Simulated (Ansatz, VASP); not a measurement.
# In26Si8O55 (amorphous 62In2O3-38SiO2 (mol %)): VASP beside Ansatz

One calculation is typed for both programs; each brings its own data sets. How far apart do they land? The structure shown is the start of the Ansatz relaxation below; VASP solves that cell, so the two are compared at the walk's first step.

Program: Ansatz 0.2.0. Level of theory: plane waves, with VASP 6.6.1 beside it; single point at r2SCAN. Results are calculated unless marked as measured.

**1. Set-up**

The cell holds 89 atoms: 26 In, 8 Si and 55 O. Cell: a = 10.779 Å, b = 10.779 Å, c = 10.779 Å, α = 90.0°, β = 90.0°, γ = 90.0°. As first built, before any earlier steps moved the atoms (in the runner's words): 89 atoms (26 Sc, 8 Si, 55 O) placed at random at 3.2 g/cm^3, melted at 5000 K for 10 ps at fixed volume with the Morse and Coulomb pair potential with partial charges (Pedone, Malavasi, Menziani, Cormack and Segre, J. Phys. Chem. B 110, 11780 (2006)). Quenched from 5000 K to 300 K at 50 K/ps and fixed volume, held 10 ps at zero pressure, then minimised at fixed cell. Then Sc was replaced by In and the cell scaled by 1.031 (the potential has no terms for the new elements, so the cell is a start for a DFT relaxation).

**2. Ansatz: relaxation, r2SCAN**

Ansatz runs on its PAW soft_1 files.

The two programs are compared at the cell with which this relaxation starts, whose forces are those of its first step.

Input file input.yaml:

```yaml
crystal:
  lattice:
    - [10.77896, 0.0, 0.0]
    - [0.0, 10.77896, 0.0]
    - [0.0, 0.0, 10.77896]
  atoms:
    - { symbol: In, position: [0.53422, 0.4316, 0.2555] }
    - { symbol: In, position: [0.33028, 0.69431, 0.54693] }
    - { symbol: In, position: [0.42268, 0.68073, 0.92719] }
    - { symbol: In, position: [0.87413, 0.13303, 0.63822] }
    - { symbol: In, position: [0.59191, 0.18413, 0.77094] }
    - { symbol: In, position: [0.13772, 0.66649, 0.06599] }
    - { symbol: In, position: [0.79184, 0.60899, 0.41451] }
    - { symbol: In, position: [0.254, 0.36341, 0.04334] }
    - { symbol: In, position: [0.66413, 0.79273, 0.23733] }
    - { symbol: In, position: [0.3356, 0.90668, 0.724] }
    - { symbol: In, position: [0.09958, 0.60557, 0.37106] }
    - { symbol: In, position: [0.45962, 0.05096, 0.29522] }
    - { symbol: In, position: [0.22083, 0.5179, 0.77111] }
    - { symbol: In, position: [0.06446, 0.38473, 0.5509] }
    - { symbol: In, position: [0.67562, 0.2416, 0.05074] }
    - { symbol: In, position: [0.93523, 0.31929, 0.86117] }
    - { symbol: In, position: [0.66026, 0.89486, 0.90048] }
    - { symbol: In, position: [0.62637, 0.90545, 0.56274] }
    - { symbol: In, position: [0.75868, 0.37909, 0.5466] }
    - { symbol: In, position: [0.74561, 0.57143, 0.03379] }
    - { symbol: In, position: [0.1571, 0.06497, 0.48141] }
    - { symbol: In, position: [0.02963, 0.95437, 0.88118] }
    - { symbol: In, position: [0.97627, 0.37087, 0.18769] }
    - { symbol: In, position: [0.39219, 0.04358, 0.96595] }
    - { symbol: In, position: [0.75231, 0.11871, 0.30968] }
    - { symbol: In, position: [0.26068, 0.21447, 0.7737] }
    - { symbol: Si, position: [0.68148, 0.63729, 0.73961] }
    - { symbol: Si, position: [0.92018, 0.90135, 0.11939] }
    - { symbol: Si, position: [0.01562, 0.848, 0.56371] }
    - { symbol: Si, position: [0.95935, 0.68047, 0.80435] }
    - { symbol: Si, position: [0.3818, 0.7372, 0.24018] }
    - { symbol: Si, position: [0.46009, 0.4148, 0.59183] }
    - { symbol: Si, position: [0.3021, 0.30048, 0.35899] }
    - { symbol: Si, position: [0.13947, 0.08768, 0.16173] }
    - { symbol: O, position: [0.73717, 0.27912, 0.86869] }
    - { symbol: O, position: [0.8377, 0.23044, 0.1705] }
    - { symbol: O, position: [0.80557, 0.94272, 0.21132] }
    - { symbol: O, position: [0.6329, 0.75197, 0.04061] }
    - { symbol: O, position: [0.03791, 0.00596, 0.07511] }
    - { symbol: O, position: [0.67187, 0.44904, 0.38906] }
    - { symbol: O, position: [0.00746, 0.7854, 0.15894] }
    - { symbol: O, position: [0.31858, 0.14787, 0.38669] }
    - { symbol: O, position: [0.61166, 0.03212, 0.41511] }
    - { symbol: O, position: [0.47202, 0.56339, 0.57702] }
    - { symbol: O, position: [0.57932, 0.18302, 0.21388] }
    - { symbol: O, position: [0.96165, 0.79903, 0.70071] }
    - { symbol: O, position: [0.1209, 0.23811, 0.1285] }
    - { symbol: O, position: [0.91074, 0.33192, 0.66323] }
    - { symbol: O, position: [0.85161, 0.89828, 0.97434] }
    - { symbol: O, position: [0.18833, 0.54886, 0.54527] }
    - { symbol: O, position: [0.96965, 0.9904, 0.54403] }
    - { symbol: O, position: [0.35101, 0.35169, 0.2212] }
    - { symbol: O, position: [0.74702, 0.56781, 0.62186] }
    - { symbol: O, position: [0.95854, 0.11963, 0.81477] }
    - { symbol: O, position: [0.40664, 0.36551, 0.45245] }
    - { symbol: O, position: [0.27502, 0.54327, 0.96154] }
    - { symbol: O, position: [0.17203, 0.88463, 0.58156] }
    - { symbol: O, position: [0.69693, 0.77619, 0.43116] }
    - { symbol: O, position: [0.2891, 0.04937, 0.13631] }
    - { symbol: O, position: [0.94432, 0.48311, 0.42268] }
    - { symbol: O, position: [0.99249, 0.74425, 0.46099] }
    - { symbol: O, position: [0.82054, 0.21082, 0.46508] }
    - { symbol: O, position: [0.3634, 0.23549, 0.94494] }
    - { symbol: O, position: [0.90896, 0.44864, 0.01583] }
    - { symbol: O, position: [0.78336, 0.63617, 0.21744] }
    - { symbol: O, position: [0.57231, 0.58763, 0.83059] }
    - { symbol: O, position: [0.58367, 0.33243, 0.63403] }
    - { symbol: O, position: [0.41712, 0.09739, 0.72698] }
    - { symbol: O, position: [0.70388, 0.04704, 0.68604] }
    - { symbol: O, position: [0.66405, 0.78813, 0.72519] }
    - { symbol: O, position: [0.45251, 0.87292, 0.88562] }
    - { symbol: O, position: [0.30237, 0.70208, 0.75035] }
    - { symbol: O, position: [0.43669, 0.85644, 0.5658] }
    - { symbol: O, position: [0.47514, 0.61847, 0.24798] }
    - { symbol: O, position: [0.05258, 0.74689, 0.90949] }
    - { symbol: O, position: [0.03185, 0.56195, 0.75391] }
    - { symbol: O, position: [0.15975, 0.33381, 0.38507] }
    - { symbol: O, position: [0.34817, 0.38514, 0.69714] }
    - { symbol: O, position: [0.81583, 0.64254, 0.84789] }
    - { symbol: O, position: [0.1375, 0.34353, 0.86501] }
    - { symbol: O, position: [0.47317, 0.8612, 0.25234] }
    - { symbol: O, position: [0.27441, 0.71531, 0.35104] }
    - { symbol: O, position: [0.21716, 0.00681, 0.85128] }
    - { symbol: O, position: [0.62343, 0.42792, 0.08442] }
    - { symbol: O, position: [0.59375, 0.07774, 0.95423] }
    - { symbol: O, position: [0.14999, 0.20798, 0.61103] }
    - { symbol: O, position: [0.10941, 0.52214, 0.19232] }
    - { symbol: O, position: [0.31429, 0.74468, 0.10312] }
    - { symbol: O, position: [0.09582, 0.05064, 0.30039] }
kpoints:
  mp_grid: { grid: [1, 1, 1] }
hamiltonian:
  xc: r2scan
  pseudopotentials: { kind: paw, azcp: { folder: soft_1 } }
scf:
  occupations: { method: gaussian, width: 0.025 }
output:
  forces: true
relax:
  f_tol: 0.05
  max_steps: 150
  cell: {}
```

Command:

```console
ansatz run input.yaml --threads 4 --pin off --max-ram 15872MiB --backend cpu --events-out ev --progress --plain --runs-dir out
```

Numbers of over 12 decimals in the logs are rounded to 6 here.

The program printed:

```text
Engine: ansatz 0.2.0, aarch64-unknown-linux-gnu
Pseudopotentials: kind: paw
Pseudopotential: In, paw, valence charge 13, recommended cutoff 500 eV (meta_gga), soft_1/In.paw.azcp
Pseudopotential: Si, paw, valence charge 4, recommended cutoff 500 eV (meta_gga), soft_1/Si.paw.azcp
Pseudopotential: O, paw, valence charge 6, recommended cutoff 500 eV (meta_gga), soft_1/O.paw.azcp
Functional definition: r2SCAN
  parameter k0 = 0.174
  parameter k1 = 0.065
  parameter a1 = 4.9479
  exchange = r2scan_x(k0 = k0, k1 = k1, a1 = a1)
  correlation = r2scan_c
Crystal: 89 atoms, lattice volume = 1252.364 Å³
Basis set: ecut = 500 eV, 31799 PW (Γ), exchange–correlation on 320×320×320 points (64 copies of the dense FFT grid, shifted against one another)
Bands: 439, of which v1, the nominal top of the filled ones, is band 350 counted from 1 (349 counted from 0)
Symmetry: 1 space group operations
Space group: P1 (ITA 1), of the structure as read, at distance tolerance 1.1e-4 Å
k-points: 1
Non-local potential: In, projectors of the file, l = 0: 2, l = 1: 2, l = 2: 2, l = 3: 1
Non-local potential: Si, projectors of the file, l = 0: 2, l = 1: 2, l = 2: 1
Non-local potential: O, projectors of the file, l = 0: 2, l = 1: 2, l = 2: 1
PAW form: soft (Blöchl's): semilocal exchange-correlation on the pseudo side does not see the compensation charge
PAW frozen core: In, regenerated for the run's functional (the file was generated under x = pbe(κ = 0.804, μ = 0.219515), c = pbe(β = 0.066725))
PAW frozen core: Si, regenerated for the run's functional (the file was generated under x = pbe(κ = 0.804, μ = 0.219515), c = pbe(β = 0.066725))
PAW frozen core: O, regenerated for the run's functional (the file was generated under x = pbe(κ = 0.804, μ = 0.219515), c = pbe(β = 0.066725))
PAW one-centre angular grid: In, 590 points (default); XC on 160 Gauss nodes
PAW one-centre angular grid: Si, 302 points (default); XC on 160 Gauss nodes
PAW one-centre angular grid: O, 302 points (default); XC on 160 Gauss nodes
Initial density: superposition of atomic densities (chi_scale 0.1, normalization cell, long waves kept (reshape's long-wave potential 0.79 eV rms))
Initial wavefunctions: pseudopotential atomic-orbital guess
Functional: x = r2scan, c = r2scan; τ floored in thin density (d = 2e-4 eV/Å³)
SCF iter   1: F=—  HF=-182342.343330 eV  |F-HF|=—  |Δ(HF+E_count)|=         —  Δρ=7.91e-2  dr2=8.39e1  dr2_τ=6.42e0  ethr=3.10e-3  ⟨swp⟩=6.0  Hψ=1863  notcnv=0  defer=9
preconditioner: auto → Resta (q_TF=auto, 2.476 Å⁻¹)  ε∞=3.5  [insulator: Δε(μ)=0.596 eV  Ē_g=17.395 eV  σ=0.025 eV  W_gap=1.00  n_scr=340 (ndim 8)  ℏωp=27.8 eV  f_vac=0.025  D(μ)=0.00/eV (n_scr^D=0)  ε∞_Penn≈3.5]
SCF iter   2: F=—  HF=-182326.175729 eV  |F-HF|=—  |Δ(HF+E_count)|=    1.62e1  Δρ=3.94e-2  dr2=1.74e1  dr2_τ=1.09e0  ethr=3.10e-3  ⟨swp⟩=3.0  Hψ=858  notcnv=0  defer=85
SCF iter   3: F=—  HF=-182324.902278 eV  |F-HF|=—  |Δ(HF+E_count)|=    1.27e0  Δρ=1.25e-2  dr2=2.68e0  dr2_τ=2.35e-1  ethr=2.48e-3  ⟨swp⟩=3.0  Hψ=821  notcnv=0  defer=52
automatic band count: iteration 3 solves 406 bands in place of 439: the levels show a gap, and the empty bands left out lie too high to hold charge; the band table lists the bands solved (type scf.n_extra_bands for more)
SCF iter   4: F=—  HF=-182324.597363 eV  |F-HF|=—  |Δ(HF+E_count)|=   3.05e-1  Δρ=4.89e-3  dr2=2.31e-1  dr2_τ=2.45e-2  ethr=3.83e-4  ⟨swp⟩=2.0  Hψ=792  notcnv=0  defer=52
SCF iter   5: F=—  HF=-182324.634346 eV  |F-HF|=—  |Δ(HF+E_count)|=   3.70e-2  Δρ=2.15e-3  dr2=5.13e-2  dr2_τ=5.62e-3  ethr=3.30e-5  ⟨swp⟩=2.0  Hψ=705  notcnv=0  defer=52
SCF iter   6: F=—  HF=-182324.635234 eV  |F-HF|=—  |Δ(HF+E_count)|=   8.88e-4  Δρ=8.86e-4  dr2=9.59e-3  dr2_τ=8.90e-4  ethr=7.33e-6  ⟨swp⟩=2.0  Hψ=706  notcnv=0  defer=52
SCF iter   7: F=—  HF=-182324.635999 eV  |F-HF|=—  |Δ(HF+E_count)|=   7.65e-4  Δρ=3.43e-4  dr2=1.38e-3  dr2_τ=1.44e-4  ethr=1.37e-6  ⟨swp⟩=2.0  Hψ=692  notcnv=0  defer=52
SCF iter   8: F=—  HF=-182324.636049 eV  |F-HF|=—  |Δ(HF+E_count)|=   5.06e-5  Δρ=1.16e-4  dr2=1.64e-4  dr2_τ=1.61e-5  ethr=1.98e-7  ⟨swp⟩=2.0  Hψ=704  notcnv=0  defer=52
SCF iter   9: F=—  HF=-182324.636139 eV  |F-HF|=—  |Δ(HF+E_count)|=   8.99e-5  Δρ=5.05e-5  dr2=3.06e-5  dr2_τ=2.81e-6  ethr=2.34e-8  ⟨swp⟩=2.0  Hψ=659  notcnv=0  defer=52
SCF iter  10: F=—  HF=-182324.635947 eV  |F-HF|=—  |Δ(HF+E_count)|=   1.92e-4  Δρ=2.39e-5  dr2=7.13e-6  dr2_τ=7.62e-7  ethr=4.37e-9  ⟨swp⟩=2.0  Hψ=704  notcnv=0  defer=52
SCF iter  11: F=—  HF=-182324.635948 eV  |F-HF|=—  |Δ(HF+E_count)|=   1.25e-6  Δρ=6.75e-6  dr2=6.66e-7  dr2_τ=4.57e-8  ethr=1.02e-9  ⟨swp⟩=2.0  Hψ=744  notcnv=0  defer=52
SCF iter  12: F=—  HF=-182324.635948 eV  |F-HF|=—  |Δ(HF+E_count)|=   3.37e-7  Δρ=4.15e-6  dr2=2.04e-7  dr2_τ=2.04e-8  ethr=9.51e-11  ⟨swp⟩=2.0  Hψ=704  notcnv=0  defer=52
[...]
atom  75  O     -0.00228974    -0.00336035    -0.00764486
  atom  76  O      0.00210277    -0.00988675     0.00127784
  atom  77  O     -0.00207534     0.00158095     0.00158746
  atom  78  O     -0.00730794     0.00237513     0.01176147
  atom  79  O      0.00893671    -0.00888383    -0.00465861
  atom  80  O      0.00087405     0.00153878    -0.00085256
  atom  81  O     -0.00398869     0.00521735    -0.00919904
  atom  82  O      0.00167814    -0.00104563    -0.00328628
  atom  83  O     -0.00358508    -0.00253361    -0.00023533
  atom  84  O      0.00843412     0.00839129    -0.00237714
  atom  85  O     -0.00585443     0.00314812     0.00477994
  atom  86  O      0.00019485     0.00205054     0.00207791
  atom  87  O     -0.00515019    -0.00888894     0.00664717
  atom  88  O     -0.00121993    -0.00302610     0.00408093
  atom  89  O     -0.00478924     0.00239344     0.00845323
  max |Σ_I F_I| component: 7.46e-5 eV/Å
--- Stress (GPa, compression-positive) ---
        0.005960      -0.010526      -0.002509
       -0.010526       0.006195      -0.010708
       -0.002511      -0.010708       0.016710
  P = ⅓ Tr σ = 0.0096 GPa (0.096 kbar)
--- Relaxed structure (8 steps of the walk, 8 accepted, 1 SCFs on fresh bases) ---
  F+E_penalty+E_count = -182328.84819907 eV   max|allowed force component| = 3.459e-2 eV/Å   (the final SCF, on the basis selected at the relaxed cell)
  cell:  # Å, volume = 1154.7968 Å³
    - [10.321027, -0.141735, -0.121400]
    - [-0.141735, 10.522484, 0.075924]
    - [-0.121400, 0.075924, 10.637129]
  atoms:
    - { symbol: In, position: [0.537247, 0.439142, 0.259951] }
    - { symbol: In, position: [0.352834, 0.683078, 0.534605] }
    - { symbol: In, position: [0.446181, 0.680790, 0.925186] }
    - { symbol: In, position: [0.882322, 0.129697, 0.649021] }
    - { symbol: In, position: [0.575103, 0.176504, 0.784940] }
    - { symbol: In, position: [0.136871, 0.656888, 0.061636] }
    - { symbol: In, position: [0.793447, 0.616450, 0.414731] }
    - { symbol: In, position: [0.270533, 0.350967, 0.036531] }
    - { symbol: In, position: [0.660382, 0.787893, 0.224033] }
    - { symbol: In, position: [0.334438, 0.907533, 0.714285] }
    - { symbol: In, position: [0.098421, 0.633675, 0.356383] }
    - { symbol: In, position: [0.463750, 0.059363, 0.310202] }
    - { symbol: In, position: [0.224301, 0.522913, 0.772780] }
    - { symbol: In, position: [0.055663, 0.392423, 0.544208] }
    - { symbol: In, position: [0.673991, 0.243504, 0.061508] }
    - { symbol: In, position: [0.932521, 0.324055, 0.875777] }
    - { symbol: In, position: [0.671899, 0.902407, 0.891758] }
    - { symbol: In, position: [0.633928, 0.897890, 0.561809] }
    - { symbol: In, position: [0.741150, 0.371730, 0.558233] }
    - { symbol: In, position: [0.740929, 0.566523, 0.028159] }
    - { symbol: In, position: [0.140097, 0.079060, 0.473208] }
    - { symbol: In, position: [0.027169, 0.949796, 0.879614] }
    - { symbol: In, position: [0.981185, 0.378519, 0.210293] }
    - { symbol: In, position: [0.386343, 0.025525, 0.989081] }
    - { symbol: In, position: [0.774147, 0.117751, 0.321836] }
    - { symbol: In, position: [0.244726, 0.201195, 0.771725] }
    - { symbol: Si, position: [0.693303, 0.630037, 0.743277] }
    - { symbol: Si, position: [0.928648, 0.891527, 0.125495] }
    - { symbol: Si, position: [0.00618407, 0.851779, 0.562146] }
    - { symbol: Si, position: [0.971476, 0.677713, 0.792058] }
    - { symbol: Si, position: [0.381434, 0.749107, 0.228517] }
    - { symbol: Si, position: [0.446829, 0.410790, 0.594060] }
    - { symbol: Si, position: [0.295568, 0.302889, 0.358848] }
    - { symbol: Si, position: [0.135123, 0.092724, 0.167957] }
    - { symbol: O, position: [0.727627, 0.282601, 0.876510] }
    - { symbol: O, position: [0.845865, 0.233498, 0.178454] }
    - { symbol: O, position: [0.813666, 0.939028, 0.214494] }
    - { symbol: O, position: [0.625295, 0.745018, 0.023633] }
    - { symbol: O, position: [0.040777, 0.00107594, 0.077454] }
    - { symbol: O, position: [0.674205, 0.451083, 0.395350] }
    - { symbol: O, position: [0.014875, 0.773061, 0.173465] }
    - { symbol: O, position: [0.318395, 0.152117, 0.397133] }
    - { symbol: O, position: [0.625151, 0.038552, 0.427024] }
    - { symbol: O, position: [0.490915, 0.557092, 0.589229] }
    - { symbol: O, position: [0.585604, 0.196920, 0.232314] }
    - { symbol: O, position: [0.957885, 0.809530, 0.704854] }
    - { symbol: O, position: [0.119191, 0.240336, 0.122338] }
    - { symbol: O, position: [0.904926, 0.341242, 0.676407] }
    - { symbol: O, position: [0.861463, 0.878549, 0.981013] }
    - { symbol: O, position: [0.189882, 0.554662, 0.522758] }
    - { symbol: O, position: [0.932801, 0.981816, 0.528046] }
    - { symbol: O, position: [0.352176, 0.347703, 0.222593] }
    - { symbol: O, position: [0.755551, 0.567595, 0.621380] }
    - { symbol: O, position: [0.956924, 0.122698, 0.829956] }
    - { symbol: O, position: [0.400184, 0.379648, 0.448173] }
    - { symbol: O, position: [0.293122, 0.540513, 0.963964] }
    - { symbol: O, position: [0.159988, 0.898254, 0.572414] }
    - { symbol: O, position: [0.683730, 0.774021, 0.421501] }
[...]
- { symbol: O, position: [0.278416, 0.739756, 0.342842] }
    - { symbol: O, position: [0.217402, 0.00141878, 0.851092] }
    - { symbol: O, position: [0.603052, 0.428001, 0.080779] }
    - { symbol: O, position: [0.593754, 0.070116, 0.973041] }
    - { symbol: O, position: [0.110708, 0.201065, 0.615531] }
    - { symbol: O, position: [0.130498, 0.520601, 0.197728] }
    - { symbol: O, position: [0.312785, 0.758953, 0.089159] }
    - { symbol: O, position: [0.069290, 0.057046, 0.299085] }
```

Reading the cycles: dr2 is the Hartree energy of the density residual (eV), the measure of convergence; HF is the Harris–Foulkes estimate of the energy, which meets the free energy F at convergence.

(Continued in part 2 of 2.)

[Lines on the potential files, build, host, timing and source positions are cut from VASP's logs without a mark.]

[Logs are printed without paths, hosts, clocks, repeated set-up lines and the standing remarks that a program may print on its own settings, such as how far it seeks lower states.]

[Hosts, paths, dates, database ids (printed as entryN), source tags and the programs' standing remarks are cut or masked in the printed files.]
